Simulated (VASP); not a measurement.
Data:

```xyz
2
Lattice="4.1200 0.0000 0.0000 0.0000 4.1200 0.0000 0.0000 0.0000 4.1200" Properties=species:S:1:pos:R:3 pbc="T T T"
Cs     0.0000     0.0000     0.0000
Cl     2.0600     2.0600     2.0600
```

All values below come from r2SCAN meta-GGA, VASP's PBE PAW potentials (set 64) (plane waves; VASP 6.6.1). Settings: 520 eV cut-off, 6×6×6 Γ-centred mesh, Gaussian smearing of 0.050 eV, potentials Cs_sv Cl.

### Question
The ions, cell shape and volume are relaxed. Predict the relaxed structure.

### Answer

```xyz
2
Lattice="4.1430 0.0000 0.0000 0.0000 4.1430 0.0000 0.0000 0.0000 4.1430" Properties=species:S:1:pos:R:3 pbc="T T T"
Cs     0.0000     0.0000     0.0000
Cl     2.0715     2.0715     2.0715
```
Space group Pm-3m (221), at a tolerance of 0.03 Å.

### Question
How do energy and volume change from the first to the last step?

### Answer
The energy (σ→0) changes by -0.5 meV/atom and the volume by +1.7 %, in 4 ionic steps.

The compound is CsCl in the CsCl type structure. This run relaxes it. Symmetry was kept, so distortions that lower it aren't found.
